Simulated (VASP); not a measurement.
**La2Mg3: relaxation of cell and atoms with PBE**

La2Mg3:

```
CELL_PARAMETERS angstrom
5.66786 0.00000 0.00000
0.00000 5.66786 0.00000
0.00000 0.00000 5.66786
ATOMIC_POSITIONS crystal
La 0.00000 0.00000 0.00000
La 0.50000 0.50000 0.50000
Mg 0.00000 0.50000 0.50000
Mg 0.50000 0.00000 0.50000
Mg 0.50000 0.50000 0.00000
```

The cell was built by a generator and needn't be a form met in nature.

The cell isn't the ideal one: random cell by space group and Wyckoff sites (Pm-3m, No. 221).

| Property | Result |
| --- | --- |
| Program | VASP 6.6.1 |
| Task | relaxation of cell and atoms |
| Functional | PBE |
| Potentials or basis | VASP PAW PBE potentials, release 64 (La, Mg) |
| Cutoff | 600 eV |
| k mesh | 8 × 8 × 8 |
| Occupations | gaussian, width 0.1 eV |
| Spin | no spin polarisation |
| Dipole correction | no |
| Further INCAR settings | ALGO = Normal; EDIFF = 1e-06; IBRION = 2; EDIFFG = -0.01; NSW = 100; ISIF = 3 |

The relaxed volume is 36.55 Å³/atom. The relaxed cell is a = 5.675 Å, b = 5.675 Å, c = 5.675 Å, α = 90.00°, β = 90.00°, γ = 90.00°. The space group after relaxing (to 0.05 Å) is Pm-3m (No. 221), the energy gained by relaxing is 0.1 meV/atom and the ionic steps are 2. The pressure after relaxing is 0.0 GPa and the band gap on the k mesh is none (metal or under the smearing width).

Step by step:
| step | energy change (eV) | largest force (eV/Å) | pressure (GPa) | volume (Å³) |
| --- | --- | --- | --- | --- |
| 1 | 0.0000 | 0.0000 | 0.11 | 182.08 |
| 2 | -0.0003 | 0.0000 | 0.04 | 182.76 |

Final structure:
```
La Mg
1.0
     5.67498    0.00000    0.00000
     0.00000    5.67498    0.00000
     0.00000    0.00000    5.67498
La Mg
2 3
Direct
  0.00000 0.00000 0.00000
  0.50000 0.50000 0.50000
  0.00000 0.50000 0.50000
  0.50000 0.00000 0.50000
  0.50000 0.50000 0.00000
```

Levels at points of the mesh, in eV from the Fermi level:
```csv
k point,band 11,band 12,band 13,band 14,band 15,band 16,band 17,band 18
"(0.00, 0.00, 0.00)",-2.07,0.35,0.35,0.35,0.45,0.45,0.45,0.61
"(0.50, 0.00, 0.00)",-1.68,-0.18,-0.18,-0.12,0.13,0.13,0.16,0.52
"(0.50, 0.50, 0.00)",-1.64,-1.64,-0.59,-0.59,0.02,0.39,0.61,0.64
"(0.50, 0.50, 0.50)",-1.55,-1.24,-1.24,-1.24,-0.45,0.44,0.44,0.68
```

Wall time 4.5 min on 1 thread of Intel(R) Xeon(R) Platinum 8375C CPU @ 2.90GHz (Ice Lake) (shared host), peak memory 0.45 GiB.

The run has no spin-orbit coupling, so splittings on La are missing.
